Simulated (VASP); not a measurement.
```
CdSe
1.0
    0.00000     3.09180     3.09180
    3.09180     0.00000     3.09180
    3.09180     3.09180     0.00000
Cd Se
1 1
Direct
  0.00000   0.00000   0.00000
  0.25000   0.25000   0.25000
```

These are SCAN meta-GGA, VASP's PBE PAW potentials (set 64) (plane waves; VASP) values and carry that method's errors. Numerical set-up: 520 eV cut-off, 8×8×8 Γ-centred mesh, Gaussian smearing of 0.050 eV, potentials Cd Se.

Question: Give the stress tensor in GPa (positive for a compressed cell).

Answer: 
```
-1.48   0.00   0.00
 0.00  -1.48   0.00
 0.00   0.00  -1.48
```
The pressure is its mean diagonal, -1.48 GPa.

The compound is CdSe in the zinc blende structure, whereas wurtzite is the usual form. This cell is one point of a volume scan, at 1.03 of the reference volume.
